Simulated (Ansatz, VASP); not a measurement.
# Ge (Germanium) in two plane-wave programs, part 3 of 3

Wanted: the spread between two codes on one cell, functional and k mesh. The cell is taken from a series of runs on this material, whose earlier steps may have relaxed, scaled, displaced or heated it; both programs get it as it stands.

VASP 6.6.1 and Ansatz 0.2.0.

So far: The starting structure; Ansatz: zone-centre phonons, PBEsol; VASP: zone-centre phonons, PBEsol.

### Step 3. VASP: zone-centre phonons, PBEsol (continued)

Level of this step: PBEsol; plane waves and PAW (Ge_d) (VASP).

Numbers of over 12 decimals in the logs are rounded to 6 here.

OUTCAR, selected parts (step 3):

```text
ion  position               nearest neighbor table
   1  0.500  0.500  0.500-   2 2.45   2 2.45   2 2.45   2 2.45
   2  0.750  0.750  0.750-   1 2.45   1 2.45   1 2.45   1 2.45

  LATTYP: Found a body centered tetragonal cell.
 ALAT       =     3.9730838239
 C/A-ratio  =     1.4392163282

 Subroutine GETGRP returns: Found  4 space group operations
 (whereof  2 operations were pure point group operations)

The static configuration has the point symmetry C_1h.
 The point group associated with its full space group is C_2h.

   k-points           NKPTS =   1728   k-points in BZ     NKDIM =   1728   number of bands    NBANDS=     20

   dimension x,y,z NGX =    30 NGY =   30 NGZ =   30
   dimension x,y,z NGXF=    60 NGYF=   60 NGZF=   60

   ENCUT  =  500.0 eV  36.75 Ry    6.06 a.u.   7.31  7.31  7.24*2*pi/ulx,y,z

   NELECT =      28.0000    total number of electrons

 k-points in reciprocal lattice and weights: Points of the shifted mesh
   0.04166667  0.04166667  0.04166667       0.001
   0.04166667  0.04166667  0.12500000       0.001
   0.04166667  0.04166667  0.20833333       0.001
   0.04166667  0.04166667  0.29166667       0.001
   0.04166667  0.04166667  0.37500000       0.001
   0.04166667  0.04166667  0.45833333       0.001
   0.04166667  0.04166667  0.54166667       0.001
   0.04166667  0.04166667  0.62500000       0.001
   0.04166667  0.04166667  0.70833333       0.001
[...]
0.95833333  0.95833333  0.87500000       0.001
   0.95833333  0.95833333  0.95833333       0.001

 average (electrostatic) potential at core
       1 -74.1364       2 -74.1364

  Total        0.3310484      0.3310484     -0.0377873     -0.0025134     -0.0018931     -0.0018931
  in kB       11.7522978     11.7522978     -1.3414578     -0.0892264     -0.0672054     -0.0672039
  external PRESSURE =       7.3877126 kB  Pullay stress =       0.0000000 kB

  energy-cutoff  :      500.00
  volume of cell :       45.13
      direct lattice vectors                 reciprocal lattice vectors
     0.000000000  2.809394514  2.859063556    -0.177974292  0.177974292  0.174882436
     2.809394514  0.000000000  2.859063556     0.177974292 -0.177974292  0.174882436
     2.809394514  2.809394514  0.000000000     0.177974292  0.177974292 -0.174882436

 POSITION                                       TOTAL-FORCE (eV/Angst)
 -----------------------------------------------------------------------------------
      2.80927      2.80927      2.85889         0.000048      0.000048      0.000058
      4.21422      4.21422      4.28877        -0.000048     -0.000048     -0.000058
 -----------------------------------------------------------------------------------
    total drift:                                0.000000      0.000000     -0.000000

 Eigenvectors and eigenvalues of the dynamical matrix
 ----------------------------------------------------

   1 f  =    8.781348 THz    55.174836 2PiTHz  292.914236 cm-1    36.316720 meV
             X         Y         Z           dx          dy          dz
      2.809266  2.809266  2.858893     0.067695    0.067695    0.700596
      4.214220  4.214220  4.288765    -0.067695   -0.067695   -0.700596

   2 f  =    8.776908 THz    55.146940 2PiTHz  292.766140 cm-1    36.298359 meV
             X         Y         Z           dx          dy          dz
      2.809266  2.809266  2.858893    -0.500000    0.500000   -0.000000
      4.214220  4.214220  4.288765     0.500000   -0.500000    0.000000

   3 f  =    8.774408 THz    55.131234 2PiTHz  292.682759 cm-1    36.288021 meV
             X         Y         Z           dx          dy          dz
      2.809266  2.809266  2.858893     0.495396    0.495396   -0.095735
      4.214220  4.214220  4.288765    -0.495396   -0.495396    0.095735

   4 f  =    0.000000 THz     0.000001 2PiTHz    0.000006 cm-1     0.000001 meV
             X         Y         Z           dx          dy          dz
      2.809266  2.809266  2.858893    -0.052280    0.348508   -0.613033
      4.214220  4.214220  4.288765    -0.052280    0.348508   -0.613033

   5 f/i=    0.000000 THz     0.000001 2PiTHz    0.000003 cm-1     0.000000 meV
             X         Y         Z           dx          dy          dz
      2.809266  2.809266  2.858893     0.581374   -0.326594   -0.235247
      4.214220  4.214220  4.288765     0.581374   -0.326594   -0.235247

   6 f/i=    0.000000 THz     0.000001 2PiTHz    0.000005 cm-1     0.000001 meV
             X         Y         Z           dx          dy          dz
      2.809266  2.809266  2.858893     0.399088    0.521420    0.262392
      4.214220  4.214220  4.288765     0.399088    0.521420    0.262392

 ELASTIC MODULI CONTR FROM IONIC RELAXATION (kBar)
 Direction    XX          YY          ZZ          XY          YZ          ZX
 --------------------------------------------------------------------------------
 XX          -0.0136     -0.0050     -0.0080      0.7483      1.6840      0.1611
 YY          -0.0050     -0.0136     -0.0080      0.5125      0.3357      1.7445
 ZZ          -0.0080     -0.0080     -0.0188      2.0760      0.1933      0.4735
 XY           0.7483      0.5125      2.0760   -244.5119      1.1183      2.4469
 YZ           1.6840      0.3357      0.1933      1.1183   -253.6176      1.1946
 ZX           0.1611      1.7445      0.4735      2.4469      1.1946   -253.1675
 --------------------------------------------------------------------------------
```

### Step 4. Side by side

Known differences besides the potentials themselves: the cutoff is 420 eV in Ansatz and 500 eV in VASP; Ansatz makes its cores anew for this functional, VASP keeps those of its PBE data sets. Total energies have different zeros and are not compared.

Compared:

```
                  quantity  Ansatz   VASP  difference
optical mode 1 to 2 (cm⁻¹)   292.1  292.7     -0.22 %
     optical mode 3 (cm⁻¹)   293.2  292.9     +0.08 %
```

Modes are paired by rising frequency, not by their patterns, so a pair may set unlike modes beside each other; they are those without the splitting of longitudinal modes.

### Step 5. Summary of results

- r.m.s. difference of the optical zone-centre modes, each program's sorted by frequency (zone-centre phonons, PBEsol): 0.54 cm⁻¹

In words: The r.m.s. difference of the optical zone-centre modes, each program's sorted by frequency is 0.54 cm⁻¹ (zone-centre phonons, PBEsol). How closely two codes agree says nothing of how well the functional describes the real material.

[Lines on the potential files, build, host, timing and source positions are cut from VASP's logs without a mark.]

[Logs are printed without paths, hosts, clocks, repeated set-up lines and the standing remarks that a program may print on its own settings, such as how far it seeks lower states.]

[Hosts, paths, dates, database ids (printed as entryN), source tags and the programs' standing remarks are cut or masked in the printed files.]
